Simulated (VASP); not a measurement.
Output of a VASP run:

File OUTCAR:
```
 ion  position               nearest neighbor table
   1  0.000  0.000  0.000-
  LATTYP: Found a body centered cubic cell.
 ALAT       =     2.8276454942
 Subroutine PRICEL returns:
 Original cell was already a primitive cell.
 Subroutine GETGRP returns: Found 48 space group operations
The static configuration has the point symmetry O_h .
The dynamic configuration has the point symmetry O_h .
 Subroutine INISYM returns: Found 48 space group operations
 Subroutine IBZKPT returns following result:
 Found    145 irreducible k-points:

 Following reciprocal coordinates:
            Coordinates               Weight
  0.000000  0.000000  0.000000      1.000000
  0.062500  0.000000  0.000000     12.000000
  0.125000  0.000000  0.000000     12.000000
  0.187500  0.000000  0.000000     12.000000
  0.250000  0.000000  0.000000     12.000000
  0.312500  0.000000  0.000000     12.000000
  0.375000  0.000000  0.000000     12.000000
  0.437500  0.000000  0.000000     12.000000
  0.500000  0.000000  0.000000      6.000000
  0.062500  0.062500  0.000000     24.000000
  0.125000  0.062500  0.000000     48.000000
  0.187500  0.062500  0.000000     48.000000
  0.250000  0.062500  0.000000     48.000000
  0.312500  0.062500  0.000000     48.000000
  0.375000  0.062500  0.000000     48.000000
  0.437500  0.062500  0.000000     48.000000
  0.125000  0.125000  0.000000     24.000000
  0.187500  0.125000  0.000000     48.000000
  0.250000  0.125000  0.000000     48.000000
  0.312500  0.125000 -0.000000     48.000000
  0.375000  0.125000  0.000000     48.000000
  0.437500  0.125000  0.000000     24.000000
  0.187500  0.187500  0.000000     24.000000
  0.250000  0.187500  0.000000     48.000000
  0.312500  0.187500  0.000000     48.000000
  0.375000  0.187500  0.000000     48.000000
  0.250000  0.250000  0.000000     24.000000
  0.312500  0.250000  0.000000     48.000000
  0.375000  0.250000  0.000000     24.000000
  0.312500  0.312500  0.000000     24.000000
  0.062500  0.062500  0.062500      8.000000
  0.125000  0.062500  0.062500     24.000000
  0.187500  0.062500  0.062500     24.000000
  0.250000  0.062500  0.062500     24.000000
  0.312500  0.062500  0.062500     24.000000
  0.375000  0.062500  0.062500     24.000000
  0.437500  0.062500  0.062500     12.000000
 -0.062500  0.062500  0.062500      6.000000
  0.125000  0.125000  0.062500     24.000000
  0.187500  0.125000  0.062500     48.000000
   k-points           NKPTS =    145   k-points in BZ     NKDIM =    145   number of bands    NBANDS=     10
   number of dos      NEDOS =    301   number of ions     NIONS =      1
   total plane-waves  NPLWV =   4096
   dimension x,y,z NGX =    16 NGY =   16 NGZ =   16
   dimension x,y,z NGXF=    32 NGYF=   32 NGZF=   32
   ions per type =               1
   PREC   = accura    normal or accurate (medium, high low for compatibility)
   ISTART =      0    job   : 0-new  1-cont  2-samecut
   ICHARG =      2    charge: 1-file 2-atom 10-const
   ISPIN  =      1    spin polarized calculation?
   LNONCOLLINEAR =      F non collinear calculations
   LSORBIT =      F    spin-orbit coupling
   INIWAV =      1    electr: 0-lowe 1-rand  2-diag
   ENCUT  =  400.0 eV  29.40 Ry    5.42 a.u.   3.99  3.99  3.99*2*pi/ulx,y,z
   NELM   =    100;   NELMIN=  2; NELMDL= -5     # of ELM steps
   EDIFF  = 0.1E-05   stopping-criterion for ELM
   LREAL  =      F    real-space projection
   NLSPLINE    = F    spline interpolate recip. space projectors
   LMAXMIX     =    4 max onsite mixed and CHGCAR
   VOSKOWN=      0    Vosko Wilk Nusair interpolation
   EDIFFG = -.1E-01   stopping-criterion for IOM
   NSW    =     60    number of steps for IOM
   NBLOCK =      1;   KBLOCK =     60    inner block; outer block
   IBRION =      2    ionic relax: 0-MD 1-quasi-New 2-CG
   NFREE  =      1    steps in history (QN), initial steepest desc. (CG)
...
```

File OSZICAR:
```
       N       E                     dE             d eps       ncg     rms          rms(c)
DAV:   1     0.545083896059E+02    0.54508E+02   -0.67091E+03  2924   0.124E+03
DAV:   2    -0.178676334931E+02   -0.72376E+02   -0.70219E+02  2938   0.301E+02
DAV:   3    -0.191056548594E+02   -0.12380E+01   -0.12183E+01  3104   0.469E+01
DAV:   4    -0.191144705417E+02   -0.88157E-02   -0.88147E-02  3094   0.391E+00
DAV:   5    -0.191145612603E+02   -0.90719E-04   -0.90718E-04  3118   0.396E-01    0.161E+01
DAV:   6    -0.144114933864E+02    0.47031E+01   -0.17048E+01  2914   0.647E+01    0.490E+00
DAV:   7    -0.147954604424E+02   -0.38397E+00   -0.14185E+00  2986   0.170E+01    0.230E+00
DAV:   8    -0.148064938993E+02   -0.11033E-01   -0.22090E-01  2902   0.706E+00    0.184E+00
DAV:   9    -0.148244667772E+02   -0.17973E-01   -0.60242E-02  2926   0.339E+00    0.103E+00
DAV:  10    -0.148114901779E+02    0.12977E-01   -0.70394E-02  2914   0.411E+00    0.332E-01
DAV:  11    -0.148130814870E+02   -0.15913E-02   -0.24856E-03  2900   0.686E-01    0.164E-01
DAV:  12    -0.148130699576E+02    0.11529E-04   -0.75943E-04  2904   0.419E-01    0.482E-02
DAV:  13    -0.148131631505E+02   -0.93193E-04   -0.17892E-04  2920   0.200E-01    0.704E-03
DAV:  14    -0.148131670781E+02   -0.39276E-05   -0.11005E-05  2910   0.506E-02    0.444E-03
DAV:  15    -0.148131629756E+02    0.41025E-05   -0.35583E-07  1474   0.912E-03    0.255E-03
DAV:  16    -0.148131657478E+02   -0.27722E-05   -0.37389E-07  1456   0.772E-03    0.354E-04
DAV:  17    -0.148131650231E+02    0.72475E-06   -0.18278E-08  1456   0.224E-03
   1 F= -.14813165E+02 E0= -.14813206E+02  d E =-.148132E+02
       N       E                     dE             d eps       ncg     rms          rms(c)
DAV:   1    -0.148136618980E+02   -0.49615E-03   -0.10169E-02  2900   0.184E+00    0.217E-01
DAV:   2    -0.148131341010E+02    0.52780E-03   -0.23258E-03  2918   0.714E-01    0.337E-02
DAV:   3    -0.148131572326E+02   -0.23132E-04   -0.21578E-05  2982   0.639E-02    0.204E-02
DAV:   4    -0.148131409488E+02    0.16284E-04   -0.29151E-05  2934   0.640E-02    0.235E-02
DAV:   5    -0.148131232600E+02    0.17689E-04   -0.76634E-05  2900   0.115E-01    0.159E-02
DAV:   6    -0.148131597587E+02   -0.36499E-04   -0.36448E-05  2900   0.801E-02    0.139E-03
DAV:   7    -0.148131625531E+02   -0.27944E-05   -0.49794E-07  1578   0.112E-02    0.314E-04
DAV:   8    -0.148131622727E+02    0.28035E-06   -0.28487E-08  1450   0.292E-03
   2 F= -.14813162E+02 E0= -.14813203E+02  d E =0.275034E-05
       N       E                     dE             d eps       ncg     rms          rms(c)
DAV:   1    -0.148133024669E+02   -0.13991E-03   -0.26687E-03  2900   0.944E-01    0.111E-01
DAV:   2    -0.148131777485E+02    0.12472E-03   -0.60344E-04  2918   0.363E-01    0.170E-02
DAV:   3    -0.148131716171E+02    0.61314E-05   -0.55230E-06  2970   0.320E-02    0.105E-02
DAV:   4    -0.148131686024E+02    0.30147E-05   -0.77931E-06  2912   0.331E-02    0.121E-02
DAV:   5    -0.148131488707E+02    0.19732E-04   -0.21146E-05  2900   0.601E-02    0.855E-03
DAV:   6    -0.148131709186E+02   -0.22048E-04   -0.10346E-05  2896   0.426E-02    0.806E-04
DAV:   7    -0.148131697067E+02    0.12118E-05   -0.14382E-07  1450   0.607E-03    0.165E-04
DAV:   8    -0.148131698584E+02   -0.15162E-06   -0.81095E-09  1450   0.155E-03
   3 F= -.14813170E+02 E0= -.14813210E+02  d E =-.483528E-05
```

OUTCAR:
```
------------------------ aborting loop because EDIFF is reached ----------------------------------------
  FORCE on cell =-STRESS in cart. coord.  units (eV):
  Direction    XX          YY          ZZ          XY          YZ          ZX
  --------------------------------------------------------------------------------------
  Total        0.0032506      0.0032506      0.0032506      0.0000000      0.0000000      0.0000000
  in kB        0.4610763      0.4610763      0.4610763      0.0000000      0.0000000      0.0000000
  external PRESSURE =       0.4610763 kB  Pullay stress =       0.0000000 kB
  volume of cell :       11.30
      direct lattice vectors                 reciprocal lattice vectors
    -1.413444760  1.413444760  1.413444760     0.000000000  0.353745696  0.353745696
     1.413444760 -1.413444760  1.413444760     0.353745696  0.000000000  0.353745696
     1.413444760  1.413444760 -1.413444760     0.353745696  0.353745696  0.000000000
 POSITION                                       TOTAL-FORCE (eV/Angst)
 -----------------------------------------------------------------------------------
      0.00000      0.00000      0.00000        -0.000000     -0.000000      0.000000
 -----------------------------------------------------------------------------------
    total drift:                                0.000000     -0.000000     -0.000000
  FREE ENERGIE OF THE ION-ELECTRON SYSTEM (eV)
  ---------------------------------------------------
  free  energy   TOTEN  =       -14.8131698584 eV

  energy  without entropy=      -14.8132912873  energy(sigma->0) =      -14.81321033

 reached required accuracy - stopping structural energy minimisation
```
(Selected blocks of OUTCAR.)

### POSCAR
```
Cr
1
   -1.4138227471     1.4138227471     1.4138227471
    1.4138227471    -1.4138227471     1.4138227471
    1.4138227471     1.4138227471    -1.4138227471
Cr
1
Direct
  1.0000000000   0.0000000000   0.0000000000
```

### Question
Reconstruct the remaining input files.

### Answer
Several could match; the one computed here: the input of the run itself, r2SCAN meta-GGA, plane waves, VASP's PBE PAW potentials (set 64).

File KPOINTS:
```
Automatic
0
Gamma
16 16 16
```

**INCAR**
```
! general
SYSTEM =Cr
PREC   =Accurate
ENCUT  =400
LREAL  =.FALSE.
LASPH  =.TRUE.

! electronic loop
EDIFF  =1E-6
NELM   =100
ALGO   =Normal
LMAXMIX=4
LMIXTAU=.TRUE.

! smearing
ISMEAR =1
SIGMA  =0.1

! functional
METAGGA=R2SCAN

! ions
IBRION =2
NSW    =60
ISIF   =3
EDIFFG =-0.01

! output
LWAVE  =.FALSE.
LCHARG =.FALSE.
```

POTCAR, in this order: Cr_pv (PBE.64 set). Program: vasp_std.

The structure was generated: Cr was put into the bcc type (Im-3m), which need not be its known phase. This run relaxes it. Symmetry was kept, so distortions that lower it aren't found. The start is the result of an earlier pass. The run is not spin-polarised, so no magnetic state was tried.
